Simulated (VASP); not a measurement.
Method: PW91 GGA, VASP's PBE PAW potentials (set 64) (plane waves; VASP).

A VASP calculation is set up with these files.

### INCAR
```
ALGO=Normal
EDIFF=1E-6
EDIFFG=-0.01
ENCUT=520
GGA=91
IBRION=2
ISIF=3
ISMEAR=1
LASPH=.TRUE.
LCHARG=.FALSE.
LMAXMIX=4
LREAL=.FALSE.
LWAVE=.FALSE.
NELM=100
NSW=60
PREC=Accurate
SIGMA=0.1
SYSTEM=Sc
```

### POSCAR
```
Sc
1.0
  1.6550000000  -2.8665440000   0.0000000000
  1.6550000000   2.8665440000   0.0000000000
  0.0000000000   0.0000000000   5.2700000000
Sc
2
direct
  0.3333330000   0.6666670000   0.2500000000
  0.6666670000   0.3333330000   0.7500000000
```

File KPOINTS:
```
Automatic mesh
0
Gamma
11 11 6
0 0 0
```

POTCAR, in this order: Sc_sv (PBE.64 set). Program: vasp_std.

What VASP printed:

**OSZICAR**
```
       N       E                     dE             d eps       ncg     rms          rms(c)
DAV:   1     0.392894984024E+03    0.39289E+03   -0.11065E+04  1920   0.156E+03
DAV:   2     0.108183846681E+02   -0.38208E+03   -0.37634E+03  2734   0.659E+02
DAV:   3    -0.133080806605E+02   -0.24126E+02   -0.23596E+02  3175   0.187E+02
DAV:   4    -0.138070057705E+02   -0.49893E+00   -0.48534E+00  3001   0.242E+01
DAV:   5    -0.138151454766E+02   -0.81397E-02   -0.81097E-02  3209   0.321E+00    0.744E+00
DAV:   6    -0.125884558240E+02    0.12267E+01   -0.29267E+00  2410   0.222E+01    0.218E+00
DAV:   7    -0.124388754340E+02    0.14958E+00   -0.67132E-01  2487   0.965E+00    0.854E-01
DAV:   8    -0.124291715496E+02    0.97039E-02   -0.31567E-02  2634   0.267E+00    0.254E-01
DAV:   9    -0.124275505206E+02    0.16210E-02   -0.95534E-03  2487   0.117E+00    0.237E-02
DAV:  10    -0.124275756119E+02   -0.25091E-04   -0.14462E-04  3242   0.183E-01    0.822E-03
DAV:  11    -0.124275723639E+02    0.32479E-05   -0.36577E-06  2235   0.263E-02    0.233E-03
DAV:  12    -0.124275740654E+02   -0.17015E-05   -0.57683E-07  1450   0.137E-02    0.108E-03
DAV:  13    -0.124275739769E+02    0.88506E-07   -0.15160E-07  1282   0.762E-03
   1 F= -.12427574E+02 E0= -.12428064E+02  d E =-.124276E+02
       N       E                     dE             d eps       ncg     rms          rms(c)
DAV:   1    -0.126062188506E+02   -0.17864E+00   -0.60249E+00  2614   0.467E+01    0.282E+00
DAV:   2    -0.124532191534E+02    0.15300E+00   -0.44552E-01  2456   0.942E+00    0.924E-01
DAV:   3    -0.124367888784E+02    0.16430E-01   -0.67326E-02  2921   0.355E+00    0.383E-01
DAV:   4    -0.124358458035E+02    0.94307E-03   -0.44395E-03  3583   0.885E-01    0.590E-02
DAV:   5    -0.124357995518E+02    0.46252E-04   -0.44341E-04  2492   0.276E-01    0.220E-02
DAV:   6    -0.124357975814E+02    0.19704E-05   -0.32243E-05  3297   0.104E-01    0.310E-03
DAV:   7    -0.124357975507E+02    0.30631E-07   -0.71825E-07  1247   0.160E-02
   2 F= -.12435798E+02 E0= -.12436472E+02  d E =-.822357E-02
       N       E                     dE             d eps       ncg     rms          rms(c)
DAV:   1    -0.124362351019E+02   -0.43752E-03   -0.14711E-02  2600   0.230E+00    0.139E-01
DAV:   2    -0.124358575225E+02    0.37758E-03   -0.11275E-03  2495   0.477E-01    0.449E-02
DAV:   3    -0.124358189446E+02    0.38578E-04   -0.16125E-04  2943   0.177E-01    0.182E-02
DAV:   4    -0.124358181111E+02    0.83350E-06   -0.10218E-05  2383   0.434E-02    0.305E-03
DAV:   5    -0.124358179906E+02    0.12056E-06   -0.14046E-06  1142   0.227E-02
   3 F= -.12435818E+02 E0= -.12436500E+02  d E =-.824401E-02
       N       E                     dE             d eps       ncg     rms          rms(c)
DAV:   1    -0.124419804294E+02   -0.61623E-02   -0.53190E-01  2396   0.158E+01    0.567E-01
DAV:   2    -0.124387656401E+02    0.32148E-02   -0.44202E-02  2908   0.396E+00    0.296E-01
DAV:   3    -0.124369220065E+02    0.18436E-02   -0.48737E-03  3379   0.100E+00    0.831E-02
DAV:   4    -0.124368423038E+02    0.79703E-04   -0.35184E-04  2990   0.247E-01    0.278E-02
DAV:   5    -0.124368355159E+02    0.67879E-05   -0.30442E-05  3322   0.749E-02    0.865E-03
DAV:   6    -0.124368358127E+02   -0.29678E-06   -0.11654E-06  1373   0.238E-02
   4 F= -.12436836E+02 E0= -.12437543E+02  d E =-.101782E-02
       N       E                     dE             d eps       ncg     rms          rms(c)
DAV:   1    -0.124370826459E+02   -0.24713E-03   -0.23326E-02  2389   0.330E+00    0.118E-01
DAV:   2    -0.124369469907E+02    0.13566E-03   -0.19367E-03  2894   0.822E-01    0.622E-02
DAV:   3    -0.124368664521E+02    0.80539E-04   -0.21738E-04  3363   0.212E-01    0.174E-02
DAV:   4    -0.124368628153E+02    0.36367E-05   -0.15657E-05  2855   0.523E-02    0.603E-03
DAV:   5    -0.124368625717E+02    0.24369E-06   -0.10084E-06  1429   0.166E-02
   5 F= -.12436863E+02 E0= -.12437560E+02  d E =-.104458E-02
       N       E                     dE             d eps       ncg     rms          rms(c)
DAV:   1    -0.124372671217E+02   -0.40431E-03   -0.12906E-02  2544   0.204E+00    0.135E-01
DAV:   2    -0.124369072304E+02    0.35989E-03   -0.10926E-03  2535   0.466E-01    0.421E-02
DAV:   3    -0.124368729463E+02    0.34284E-04   -0.15352E-04  2850   0.168E-01    0.173E-02
DAV:   4    -0.124368696573E+02    0.32890E-05   -0.91365E-06  2369   0.421E-02    0.317E-03
DAV:   5    -0.124368695439E+02    0.11336E-06   -0.14280E-06  1023   0.225E-02
   6 F= -.12436870E+02 E0= -.12437571E+02  d E =-.697225E-05
```

File OUTCAR:
```
------------------------ aborting loop because EDIFF is reached ----------------------------------------
  FORCE on cell =-STRESS in cart. coord.  units (eV):
  Direction    XX          YY          ZZ          XY          YZ          ZX
  --------------------------------------------------------------------------------------
  Total       -0.0069868     -0.0069868     -0.0044286      0.0000000      0.0000000      0.0000000
  in kB       -0.2290458     -0.2290458     -0.1451788      0.0000000      0.0000000      0.0000000
  external PRESSURE =      -0.2010902 kB  Pullay stress =       0.0000000 kB
  volume of cell :       48.87
      direct lattice vectors                 reciprocal lattice vectors
     1.655569050 -2.867529623 -0.000000000     0.302010961 -0.174366115  0.000000000
     1.655569050  2.867529623 -0.000000000     0.302010961  0.174366115 -0.000000000
     0.000000000  0.000000000  5.147351410     0.000000000  0.000000000  0.194274671
 POSITION                                       TOTAL-FORCE (eV/Angst)
 -----------------------------------------------------------------------------------
      1.65557      0.95585      1.28684         0.000000      0.000000      0.000000
      1.65557     -0.95585      3.86051        -0.000000     -0.000000      0.000000
 -----------------------------------------------------------------------------------
    total drift:                                0.000000      0.000691     -0.000015
  FREE ENERGIE OF THE ION-ELECTRON SYSTEM (eV)
  ---------------------------------------------------
  free  energy   TOTEN  =       -12.4368695439 eV

  energy  without entropy=      -12.4389732684  energy(sigma->0) =      -12.43757079

 reached required accuracy - stopping structural energy minimisation
```
(Selected blocks of OUTCAR.)

CONTCAR:
```
Sc
   1.00000000000000
     1.6555690495941149   -2.8675296227316811   -0.0000000000000000
     1.6555690495941149    2.8675296227316811   -0.0000000000000000
     0.0000000000000000    0.0000000000000000    5.1473514103349567
  Sc
     2
Direct
     0.3333330000000032    0.6666669999999968    0.2500000000000000
     0.6666669999999968    0.3333330000000032    0.7500000000000000
```

Energy and stress use the plane-wave basis of the starting cell.

The compound is Sc in the hcp structure. This run relaxes it. Symmetry was kept, so distortions that lower it aren't found.
